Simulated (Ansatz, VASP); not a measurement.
# Cross-check of BiSb between VASP and Ansatz

One calculation is typed for both programs; each brings its own data sets. How far apart do they land? The cell is generated by rule, not measured, and may not be a known phase. Of the first pair: The cell is taken from a series of runs on this material, whose earlier steps may have relaxed, scaled, displaced or heated it; both programs get it as it stands.

Program: Ansatz 0.2.0. Level of theory: plane waves, with VASP 6.6.1 beside it; relaxation of cell and atoms at PBEsol. Results are calculated unless marked as measured.

### Step 1. The starting structure

It takes space group P6_3/mmc (No. 194, hexagonal). Conventional cell: a = 5.295 Å, b = 5.295 Å, c = 6.398 Å, α = 90.00°, β = 90.00°, γ = 120.00°. Nearest to Sb lie 5 Bi at 3.06 to 3.20 Å. Nearest to Bi lie 5 Sb at 3.06 to 3.20 Å. Farther neighbours are not listed.

Structure file:

```
Sb Bi
1.0
     5.29516    0.00000    0.00000
    -2.64758    4.58574    0.00000
     0.00000    0.00000    6.39756
Sb Bi
2 2
Cartesian
  0.0000 3.0572 1.5994
  2.6476 1.5286 4.7982
  2.6476 1.5286 1.5994
  0.0000 3.0572 4.7982
```

### Step 2. VASP: relaxation of cell and atoms, PBEsol, pair 1

The relaxed volume is the usual yardstick between codes: in a stiff, nearly cubic crystal its relative difference is about their pressure difference at one cell divided by the bulk modulus.

Lines of VASP's logs that name or quote its potential files are left out, and so is its time.

INCAR reads:

```
SYSTEM = BiSb
PREC = Accurate
ENCUT = 500
EDIFF = 1E-07
NELM = 120
ISMEAR = 1
SIGMA = 0.15
LREAL = .FALSE.
ALGO = Normal
GGA = PS
NBANDS = 26
LORBIT = 11
LWAVE = .FALSE.
LCHARG = .FALSE.
ISIF = 3
IBRION = 2
NSW = 80
EDIFFG = -0.005
LASPH = .TRUE.
GGA_COMPAT = .FALSE.
NELMIN = 4
KPAR = 2
```

POSCAR reads:

```
BiSb
1.0
    5.2951580000     -0.0000030000      0.0000000000
   -2.6475760000      4.5857430000      0.0000000000
    0.0000000000      0.0000000000      6.3975570000
Sb Bi
2 2
Direct
    0.3333333333      0.6666666667      0.2499999609
    0.6666666667      0.3333333333      0.7499998828
    0.6666666667      0.3333333333      0.2499999609
    0.3333333333      0.6666666667      0.7499998828
```

KPOINTS reads:

```
Automatic mesh
0
Gamma
10 10 6
0 0 0
```

The projector-augmented-wave data sets are Sb and Bi_d (PBE family, release 64).

The run is started by

```console
> mpirun -np 2 vasp_std
```

Numbers of over 12 decimals in the logs are rounded to 6 here.

The program printed:

```text
[banner, memory and clock lines left out]
running    2 mpi-ranks, on    1 nodes
 distrk:  each k-point on    1 cores,    2 groups
 distr:  one band on    1 cores,    1 groups

 POSCAR found type information on POSCAR SbBi
 POSCAR found :  2 types and       4 ions
|                                                                             |
|               ----> ADVICE to this user running VASP <----                  |
|                                                                             |
|     You enforced a specific xc type in the INCAR file but a different       |
|     [... a line on the potential file left out ...]
|     I HOPE YOU KNOW WHAT YOU ARE DOING!                                     |
|                                                                             |

 LDA part: xc-table for (Slater+PW92), standard interpolation
 POSCAR, INCAR and KPOINTS ok, starting setup
 FFT: planning ... GRIDC
 FFT: planning ... GRID_SOFT
 FFT: planning ... GRID
 WAVECAR not read
 entering main loop
       N       E                     dE             d eps       ncg     rms          rms(c)
DAV:   1     0.366826719297E+03    0.36683E+03   -0.18578E+04  3000   0.145E+03
DAV:   2     0.164411591097E+02   -0.35039E+03   -0.34619E+03  3162   0.380E+02
DAV:   3    -0.159238493479E+02   -0.32365E+02   -0.31778E+02  3638   0.137E+02
DAV:   4    -0.170959319068E+02   -0.11721E+01   -0.11624E+01  3526   0.283E+01
DAV:   5    -0.171417383632E+02   -0.45806E-01   -0.45804E-01  4044   0.524E+00    0.282E+00
DAV:   6    -0.170356473077E+02    0.10609E+00   -0.31641E-01  3472   0.276E+00    0.154E+00
DAV:   7    -0.170200604167E+02    0.15587E-01   -0.50397E-02  3630   0.107E+00    0.804E-01
DAV:   8    -0.170174576307E+02    0.26028E-02   -0.13414E-02  3446   0.567E-01    0.944E-02
DAV:   9    -0.170175547704E+02   -0.97140E-04   -0.11599E-03  3338   0.172E-01    0.470E-02
DAV:  10    -0.170178896089E+02   -0.33484E-03   -0.50844E-04  3046   0.102E-01    0.197E-02
DAV:  11    -0.170178941292E+02   -0.45202E-05   -0.22363E-05  3748   0.244E-02    0.107E-02
DAV:  12    -0.170179045138E+02   -0.10385E-04   -0.22215E-05  3038   0.189E-02    0.124E-03
DAV:  13    -0.170179046142E+02   -0.10036E-06   -0.41028E-07  3250   0.457E-03    0.632E-04
DAV:  14    -0.170179048368E+02   -0.22257E-06   -0.13438E-07  2276   0.180E-03    0.198E-04
DAV:  15    -0.170179048872E+02   -0.50406E-07   -0.14075E-08  1790   0.101E-03
   1 F= -.17017905E+02 E0= -.17017600E+02  d E =-.170179E+02
 curvature:   0.00 expect dE= 0.000E+00 dE for cont linesearch  0.000E+00
 trial: gam= 0.00000 g(F)=  0.612E-41 g(S)=  0.868E-03 ort = 0.000E+00 (trialstep = 0.100E+01)
 search vector abs. value=  0.868E-03
 bond charge predicted
       N       E                     dE             d eps       ncg     rms          rms(c)
DAV:   1    -0.170222662946E+02   -0.43615E-02   -0.14032E-01  3266   0.285E+00    0.272E-01
DAV:   2    -0.170195314925E+02    0.27348E-02   -0.51069E-03  3084   0.662E-01    0.162E-01
DAV:   3    -0.170181760593E+02    0.13554E-02   -0.38566E-03  3772   0.622E-01    0.251E-02
DAV:   4    -0.170182038423E+02   -0.27783E-04   -0.47796E-04  3220   0.222E-01    0.141E-02
DAV:   5    -0.170182021065E+02    0.17358E-05   -0.24597E-05  3438   0.499E-02    0.338E-03
DAV:   6    -0.170182024895E+02   -0.38302E-06   -0.49380E-06  4310   0.213E-02    0.257E-03
DAV:   7    -0.170182026428E+02   -0.15331E-06   -0.38489E-07  2582   0.585E-03    0.672E-04
DAV:   8    -0.170182027323E+02   -0.89446E-07   -0.11202E-07  2150   0.249E-03
   2 F= -.17018203E+02 E0= -.17017614E+02  d E =-.297845E-03
 trial-energy change:   -0.000298  1 .order   -0.000294   -0.000868    0.000280
 step:   0.7598(harm=  0.7564)  dis= 0.00000  next Energy=   -17.018236 (dE=-0.331E-03)
 bond charge predicted
       N       E                     dE             d eps       ncg     rms          rms(c)
DAV:   1    -0.170184699833E+02   -0.26734E-03   -0.80714E-03  3266   0.680E-01    0.652E-02
DAV:   2    -0.170183113335E+02    0.15865E-03   -0.29476E-04  3082   0.174E-01    0.389E-02
DAV:   3    -0.170182338166E+02    0.77517E-04   -0.23443E-04  3628   0.136E-01    0.710E-03
DAV:   4    -0.170182356674E+02   -0.18508E-05   -0.25678E-05  3170   0.521E-02    0.321E-03
DAV:   5    -0.170182359775E+02   -0.31013E-06   -0.11989E-06  3948   0.863E-03    0.102E-03
DAV:   6    -0.170182360186E+02   -0.41087E-07   -0.12098E-07  1912   0.432E-03
   3 F= -.17018236E+02 E0= -.17017722E+02  d E =-.331131E-03
 curvature:  -0.38 expect dE=-0.242E-05 dE for cont linesearch -0.628E-08
 trial: gam= 0.01175 g(F)=  0.284E-40 g(S)=  0.640E-05 ort =-0.380E-05 (trialstep = 0.952E+00)
 search vector abs. value=  0.643E-05
 reached required accuracy - stopping structural energy minimisation
```

From OUTCAR (step 2):

```text
ion  position               nearest neighbor table
   1  0.333  0.667  0.250-   3 3.06   3 3.06   3 3.06   4 3.20   4 3.20
   2  0.667  0.333  0.750-   4 3.06   4 3.06   4 3.06   3 3.20   3 3.20
   3  0.667  0.333  0.250-   1 3.06   1 3.06   1 3.06   2 3.20   2 3.20
   4  0.333  0.667  0.750-   2 3.06   2 3.06   2 3.06   1 3.20   1 3.20

  LATTYP: Found a hexagonal cell.
 ALAT       =     5.2951580000
 C/A-ratio  =     1.2081900106

 Subroutine GETGRP returns: Found 24 space group operations
 (whereof 12 operations were pure point group operations)

The static configuration has the point symmetry D_3d.
 The point group associated with its full space group is D_6h.

 Found     56 irreducible k-points:

   k-points           NKPTS =     56   k-points in BZ     NKDIM =     56   number of bands    NBANDS=     26

   dimension x,y,z NGX =    40 NGY =   40 NGZ =   48
   dimension x,y,z NGXF=    80 NGYF=   80 NGZF=   96

   ENCUT  =  500.0 eV  36.75 Ry    6.06 a.u.   9.65  9.65 11.66*2*pi/ulx,y,z

   NELECT =      40.0000    total number of electrons

 k-points in reciprocal lattice and weights: Automatic mesh
   0.00000000  0.00000000  0.00000000       0.002
   0.10000000  0.00000000  0.00000000       0.010
   0.20000000  0.00000000  0.00000000       0.010
   0.30000000  0.00000000  0.00000000       0.010
   0.40000000  0.00000000  0.00000000       0.010
   0.50000000  0.00000000  0.00000000       0.005
   0.10000000  0.10000000  0.00000000       0.010
   0.20000000  0.10000000  0.00000000       0.020
   0.30000000  0.10000000  0.00000000       0.020
[...]
0.40000000  0.20000000  0.50000000       0.010
   0.30000000  0.30000000  0.50000000       0.010

 average (electrostatic) potential at core
       1 -87.4879       2 -87.4879       3-105.8778       4-105.8778

 E-fermi :   5.0974

 k-point     1 :       0.0000    0.0000    0.0000
  band No.  band energies     occupation
    ...
     18       3.3520      2.00000
     19       3.3751      2.00000
     20       3.3751      2.00000
     21       5.1321      0.62057
     22       5.1321      0.62056
     23       7.2873     -0.00000
     24       7.2873     -0.00000
     25       8.2182      0.00000
     26       8.4024      0.00000

 k-point     2 :       0.1000    0.0000    0.0000
  band No.  band energies     occupation
    ...
     17       1.7106      2.00000
     18       3.2294      2.00000
     19       3.2905      2.00000
     20       3.5540      2.00000
     21       5.0873      1.11431
     22       5.3447     -0.04170
     23       7.2799     -0.00000
     24       7.4892     -0.00000
     25       8.2695      0.00000
     26       8.7418      0.00000

 k-point     3 :       0.2000    0.0000    0.0000
  band No.  band energies     occupation
    ...
     17       2.0172      2.00000
     18       2.9041      2.00000
     19       3.0938      2.00000
     20       3.9368      2.00000
     21       5.1404      0.53656
     22       5.9068     -0.00000
     23       7.3708     -0.00000
     24       8.0253     -0.00000
     25       8.4205      0.00000
     26       9.3049      0.00000

  Total       -0.0113411     -0.0113411     -0.0165399     -0.0000000     -0.0000000      0.0000000
  in kB       -0.1168506     -0.1168506     -0.1704159     -0.0000000     -0.0000000      0.0000000
  external PRESSURE =      -0.1347057 kB  Pullay stress =       0.0000000 kB

  energy-cutoff  :      500.00
  volume of cell :      155.50
      direct lattice vectors                 reciprocal lattice vectors
     5.302084434 -0.000003003  0.000000000     0.188605131  0.108891060 -0.000000000
    -2.651039213  4.591741470 -0.000000000     0.000000123  0.217782367  0.000000000
     0.000000000 -0.000000000  6.387197002    -0.000000000  0.000000000  0.156563200

 POSITION                                       TOTAL-FORCE (eV/Angst)
 -----------------------------------------------------------------------------------
      0.00000      3.06116      1.59680         0.000000     -0.000000     -0.000000
      2.65104      1.53058      4.79040        -0.000000      0.000000     -0.000000
      2.65104      1.53058      1.59680        -0.000000      0.000000      0.000000
      0.00000      3.06116      4.79040         0.000000     -0.000000      0.000000
 -----------------------------------------------------------------------------------
    total drift:                               -0.000000      0.000000      0.001161

  FREE ENERGIE OF THE ION-ELECTRON SYSTEM (eV)
  ---------------------------------------------------
  free  energy   TOTEN  =       -17.0182360186 eV

  energy  without entropy=      -17.0166941037  energy(sigma->0) =      -17.01772205

 reached required accuracy - stopping structural energy minimisation

 total charge
# of ion       s       p       d       tot
------------------------------------------
    1        1.210   1.175   0.022   2.407
    2        1.210   1.175   0.022   2.407
    3        1.552   1.292   9.920  12.764
    4        1.552   1.292   9.920  12.764
--------------------------------------------------
tot          5.522   4.934  19.885  30.341

[... 3 further parts left out ...]
```

### Step 3. Ansatz: relaxation of cell and atoms, PBEsol, pair 1

Ansatz runs on its default PAW (the set named soft_2) files.

The same cell, functional, mesh and smearing now go to Ansatz, which takes its cutoff from its data sets.

input.yaml reads:

```yaml
crystal:
  lattice:
    - [5.2951581181, -3.0944e-06, 0.0]
    - [-2.6475763792, 4.5857429945, 0.0]
    - [0.0, 0.0, 6.3975565988]
  atoms:
    - { symbol: Sb, position: [0.3333333333, 0.6666666667, 0.25] }
    - { symbol: Sb, position: [0.6666666667, 0.3333333333, 0.75] }
    - { symbol: Bi, position: [0.6666666667, 0.3333333333, 0.25] }
    - { symbol: Bi, position: [0.3333333333, 0.6666666667, 0.75] }
kpoints:
  mp_grid: { grid: [10, 10, 6] }
hamiltonian:
  xc: pbesol
scf:
  occupations: { method: methfessel_paxton, width: 0.15 }
output:
  forces: true
  stress: true
  eigenvalues: true
relax:
  adjacent_minimum: "off"
  f_tol: 0.001
  max_steps: 60
  cell: { stress_tol: 0.01 }
```

The run is started by

```console
> ansatz run input.yaml --threads 4 --pin off --max-ram 7168MiB --backend cpu --events-out ev --progress --plain --runs-dir out
```

The program printed:

```text
Engine: ansatz 0.2.0, aarch64-unknown-linux-gnu
Pseudopotentials: kind: paw
Pseudopotential: Sb, paw, valence charge 15, recommended cutoff 420 eV (normal), Sb.paw.azcp
Pseudopotential: Bi, paw, valence charge 15, recommended cutoff 420 eV (normal), Bi.paw.azcp
Functional definition: PBEsol
  exchange = pbesol_x
  correlation = pbesol_c
Crystal: 4 atoms, lattice volume = 155.347 Å³
Basis set: ecut = 420 eV, 3039 PW (Γ), exchange–correlation on 72×72×90 points (8 copies of the dense FFT grid, shifted against one another)
Bands: 36, of which v1, the nominal top of the filled ones, is band 30 counted from 1 (29 counted from 0)
Symmetry: 24 space group operations
Space group: P63/mmc (ITA 194), of the structure as read, at distance tolerance 5.4e-5 Å
k-points: 56 of 600
Non-local potential: Sb, projectors of the file, l = 0: 2, l = 1: 2, l = 2: 2, l = 3: 2
Non-local potential: Bi, projectors of the file, l = 0: 2, l = 1: 2, l = 2: 2, l = 3: 2
PAW form: soft (Blöchl's): semilocal exchange-correlation on the pseudo side does not see the compensation charge
PAW frozen core: Sb, regenerated for the run's functional, and the local potential with it (the file was generated under x = pbe(κ = 0.804, μ = 0.219515), c = pbe(β = 0.066725))
PAW frozen core: Bi, regenerated for the run's functional, and the local potential with it (the file was generated under x = pbe(κ = 0.804, μ = 0.219515), c = pbe(β = 0.066725))
PAW one-centre angular grid: Sb, 590 points (default); XC on 64 Gauss nodes
PAW one-centre angular grid: Bi, 590 points (default); XC on 64 Gauss nodes
Initial density: superposition of atomic densities (neutral atoms: chi_scale 0, normalization atom), corrected by the library's trained network
Initial wavefunctions: pseudopotential atomic-orbital guess
Functional: x = pbesol(κ = 0.804, μ = 0.123457), c = pbesol(β = 0.046)
SCF iter   1: F=—  HF=-37299.462184 eV  |F-HF|=—  |Δ(HF+E_count)|=         —  Δρ=2.07e-3  dr2=5.76e-3  ethr=1.77e-3  ⟨swp⟩=6.7  Hψ=8506  notcnv=0
preconditioner: auto → LDOS  [metal: Δε(μ)=0.019 eV  Ē_g=7.789 eV  σ=0.150 eV  W_gap=0.11  n_scr=22 (ndim 8)  ℏωp=13.3 eV  f_vac=0.128  D(μ)=2.29/eV (n_scr^D=8)  β→1.0]
SCF iter   2: F=—  HF=-37299.460182 eV  |F-HF|=—  |Δ(HF+E_count)|=   2.00e-3  S|Δr|=    0.00e0  Δρ=6.37e-4  dr2=7.75e-4  ethr=9.60e-6  ⟨swp⟩=2.0  Hψ=4168  notcnv=0
SCF iter   3: F=—  HF=-37299.459937 eV  |F-HF|=—  |Δ(HF+E_count)|=   2.45e-4  S|Δr|=    0.00e0  Δρ=2.69e-4  dr2=1.04e-4  ethr=1.29e-6  ⟨swp⟩=2.0  Hψ=3660  notcnv=0
SCF iter   4: F=—  HF=-37299.459924 eV  |F-HF|=—  |Δ(HF+E_count)|=   1.37e-5  S|Δr|=    0.00e0  Δρ=6.51e-5  dr2=1.79e-5  ethr=1.74e-7  ⟨swp⟩=2.0  Hψ=3640  notcnv=0
SCF iter   5: F=—  HF=-37299.459951 eV  |F-HF|=—  |Δ(HF+E_count)|=   2.73e-5  S|Δr|=    0.00e0  Δρ=1.99e-5  dr2=1.32e-6  ethr=2.98e-8  ⟨swp⟩=2.0  Hψ=2310  notcnv=0
SCF iter   6: F=-37299.459951 eV  HF=-37299.459951 eV  |F-HF|=4.21e-9  |Δ(HF+E_count)|=   1.31e-7  S|Δr|=    0.00e0  Δρ=1.94e-6  dr2=1.22e-8  ethr=1.67e-10  ⟨swp⟩=7.4  Hψ=10858  notcnv=0
SCF 1 converged in 6 iterations: F = -37299.459951 eV  dr2 = 1.22e-8
  greatest PAW one-centre occupation: 0.996 electrons in one spin orbital (limit 2), on the Sb atom at site 1 (counted from 0), in its partial waves of l = 2
relax step   1: F+E_penalty+E_count = -37299.45995078 eV  Δ(F+E_penalty+E_count) = +0.000e0 eV  max|allowed force component| = 1.758e-16 eV/Å  Δτ_max = 0.0000 Å  P = +0.049 GPa  Ω = 155.347 Å³  (6 SCF iters, dr2 threshold 1.00e-7 eV, accepted)
[...]
relax step   2: F+E_penalty+E_count = -37299.46016767 eV  Δ(F+E_penalty+E_count) = -2.169e-4 eV  max|allowed force component| = 5.551e-16 eV/Å  Δτ_max = 0.0000 Å  P = -0.045 GPa  Ω = 155.670 Å³  energy of the carried Pulay correction = -4.992e-5 eV  (4 SCF iters, dr2 threshold 7.12e-8 eV, accepted)
[...]
relax step   3: F+E_penalty+E_count = -37299.46026411 eV  Δ(F+E_penalty+E_count) = -9.644e-5 eV  max|allowed force component| = 3.608e-16 eV/Å  Δτ_max = 0.0000 Å  P = -0.001 GPa  Ω = 155.510 Å³  energy of the carried Pulay correction = -2.534e-5 eV  (3 SCF iters, dr2 threshold 1.97e-8 eV, accepted)
[...]
relax step   4: F+E_penalty+E_count = -37299.46028742 eV  Δ(F+E_penalty+E_count) = -2.331e-5 eV  max|allowed force component| = 3.053e-16 eV/Å  Δτ_max = 0.0000 Å  P = -0.001 GPa  Ω = 155.510 Å³  stress off target by 2.39e-3 GPa  SCF on the basis re-selected at this cell (its energy is not comparable with the rows above)  (7 SCF iters)
basis re-selected at this cell: Δ(F+E_penalty+E_count) = -2.331e-5 eV, ΔP = -0.000 GPa vs the last step (what re-selecting the basis moved, of the pressure what is left beyond the Pulay correction that the steps carried, after the strain that the cell walked since its last selection, with what the two solves' SCF thresholds leave and, on support functions, any second-order correction that the steps lacked; it is no m [...]
SCF converged after 7 iterations
Stability not checked: this state was not tested for a lower state beside it, because cold or Methfessel-Paxton smearing, or corrected tetrahedra, fill the levels in a way that the test cannot read (fill_not_monotonic; see scf.lower_state_search)
Free energy (F): -37299.460287 eV
Harris-Foulkes:  -37299.460287 eV  (|F-HF|=1.46e-11)
Internal energy: -37299.458801 eV  (E = F + TS)
E sigma→0 (E₀):  -37299.459916 eV
Entropy (-TS):   -0.001486 eV (-0.372 meV/atom)
Fermi energy:    7.715199 eV
--- Per-component energies (eV) ---
  E_band       = -689.900277
  E_kinetic    = 1019.508359
  E_local      = -7338.213983  (includes V_loc(G=0)·N_el)
  E_nonlocal   = 1851.538642
  E_hartree    = 2909.686326
  E_xc         = -574.877545
  E_vxc        = -480.553565  (∫ρ·V_xc dr)
  E_paw        = -30017.504536  (= ΣΔE_a)
  E_vpaw       = -1561.551454  (= ΣTr[D̂ρ^β])
  E_aug_tail   = -0.000923  (compensation charges beyond the density's cutoff)
  E_ewald      = -5150.438361
  E_core_change = 0.843218  (= ΣΔE_core)
  E_smearing   = -0.001486  (= −TS)
  E_closure    = 0.000000  (closes the sum)
  Σ components = -37299.460287   (vs F -37299.460287, Δ=0.00e0)
--- Forces (eV/Å), atoms counted from 1 ---
  atom   1  Sb    -0.00000000    -0.00000000     0.00000000
  atom   2  Sb     0.00000000     0.00000000     0.00000000
  atom   3  Bi     0.00000000     0.00000000     0.00000000
  atom   4  Bi    -0.00000000    -0.00000000     0.00000000
  max |Σ_I F_I| component: 3.33e-16 eV/Å
--- Stress (GPa, compression-positive) ---
       -0.000698       0.000000       0.000000
        0.000000      -0.000698       0.000000
        0.000000       0.000000      -0.002393
  P = ⅓ Tr σ = -0.0013 GPa (-0.013 kbar)
--- Band table (eV; the first three rows and the last of 56) ---
  k-point 0: bands = [... 26 lower, 4.1825, 5.9695, 5.9931, 5.9931, 7.7515, 7.7515, 9.9051, 9.9051, ... 2 higher]
  k-point 1: bands = [... 26 lower, 4.2728, 5.8196, 5.8196, 6.4923, 7.8467, 7.8467, 9.6573, 9.6573, ... 2 higher]
  k-point 2: bands = [... 26 lower, 4.5342, 5.4052, 5.4052, 7.6113, 7.9651, 8.1267, 8.1267, 9.1223, ... 2 higher]
  k-point 55: bands = [... 26 lower, 7.0431, 7.0431, 7.3156, 7.3156, 7.6386, 7.6386, 8.4110, 8.4110, ... 2 higher]
--- Relaxed structure (3 steps of the walk, 3 accepted, 1 SCFs on fresh bases) ---
  F+E_penalty+E_count = -37299.46028742 eV   max|allowed force component| = 3.053e-16 eV/Å   (the final SCF, on the basis selected at the relaxed cell)
  cell:  # Å, volume = 155.5100 Å³
    - [5.302211, -3.0985339758866997e-6, 0.0]
    - [-2.651103, 4.591851, 0.0]
    - [0.0, 0.0, 6.387245]
  atoms:
    - { symbol: Sb, position: [0.333333, 0.666667, 0.250000] }
    - { symbol: Sb, position: [0.666667, 0.333333, 0.750000] }
    - { symbol: Bi, position: [0.666667, 0.333333, 0.250000] }
    - { symbol: Bi, position: [0.333333, 0.666667, 0.750000] }
```

Reading the cycles: dr2 is the Hartree energy of the density residual (eV), the measure of convergence; HF is the Harris–Foulkes estimate of the energy, which meets the free energy F at convergence.

### Step 4. Differences

Known differences besides the potentials themselves: the data sets hold 60 valence electrons in Ansatz (on its default PAW (the set named soft_2) files) and 40 in VASP; the cutoff is 420 eV in Ansatz and 500 eV in VASP; Ansatz makes its cores anew for this functional, VASP keeps those of its PBE data sets; Ansatz adds a Pulay correction to the stress that steers its cell, VASP none. Total energies have different zeros and are not compared.

The two programs side by side:

| quantity | Ansatz | VASP | difference |
| --- | --- | --- | --- |
| volume (Å³) | 155.51 | 155.50 | +0.01 % |
| edge a after relaxation, in the typed setting (Å) | 5.302 | 5.302 | +0.00 % |
| edge c after relaxation, in the typed setting (Å) | 6.387 | 6.387 | +0.00 % |

(Part 1 of 2 ends here.)

[Lines on the potential files, build, host, timing and source positions are cut from VASP's logs without a mark.]

[Logs are printed without paths, hosts, clocks, repeated set-up lines and the standing remarks that a program may print on its own settings, such as how far it seeks lower states.]

[Hosts, paths, dates, database ids (printed as entryN), source tags and the programs' standing remarks are cut or masked in the printed files.]
